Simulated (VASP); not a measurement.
VASP input:

KPOINTS:
```
K-points
0
G
8 8 8
```

**INCAR**
```
SIGMA=0.05
ISIF=3   ! ions, shape and volume
ENCUT=500   ! plane-wave cut-off (eV)
IBRION=2   ! conjugate gradients
LMAXMIX=4
PREC=Accurate
EDIFF=1E-6   ! SCF stop (eV)
LASPH=T   ! aspherical one-centre terms
SYSTEM=RbCl
LREAL=F
EDIFFG=-0.02   ! ionic stop
LWAVE=F
NELM=100   ! most electronic steps
ISMEAR=0   ! Gaussian
LCHARG=F
ALGO=Normal   ! blocked Davidson
PSTRESS=200
NSW=40
```

### POSCAR
```
RbCl
1
    0.0000000000     2.8285291208     2.8285291208
    2.8285291208     0.0000000000     2.8285291208
    2.8285291208     2.8285291208     0.0000000000
Rb Cl
1 1
Direct
  1.0000000000   1.0000000000   0.0000000000
  0.5000000000   0.5000000000   0.5000000000
```

POTCAR, in this order: Rb_sv Cl (LDA.64 set). Program: vasp_std.

Problem. Translate this LDA calculation to Ansatz.

Solution. One equivalent input (not run):
Ansatz 0.2 input:
```yaml
crystal:
  lattice:
    - [0.0000000, 2.8285291, 2.8285291]
    - [2.8285291, 0.0000000, 2.8285291]
    - [2.8285291, 2.8285291, 0.0000000]
  atoms:
    - { symbol: Rb, position: [1.0000000, 1.0000000, 0.0000000] }
    - { symbol: Cl, position: [0.5000000, 0.5000000, 0.5000000] }
kpoints:
  mp_grid: { grid: [8, 8, 8] }
hamiltonian:
  xc: lda
  pseudopotentials: { kind: paw }
scf:
  occupations: { method: gaussian, width: 0.05 }
  max_iter: 100
relax:
  max_steps: 40
  f_tol: 0.02
  cell: { p_target: 20 }
output: { forces: true, stress: true, eigenvalues: true }
```
The two are equivalent in intent, not identical: each code has its own PAW files, so the cut-off isn't converted (ENCUT is set for VASP's; basis.ecutwfc is left out, and Ansatz then takes the one that its files recommend); Ansatz stops its SCF on the density residual and VASP on the energy change (EDIFF); Ansatz's lda is the Perdew-Wang form, while the LDA potentials of VASP carry Perdew-Zunger's.

The compound is RbCl in the rock salt structure. It was relaxed first under an external pressure of 20 GPa.
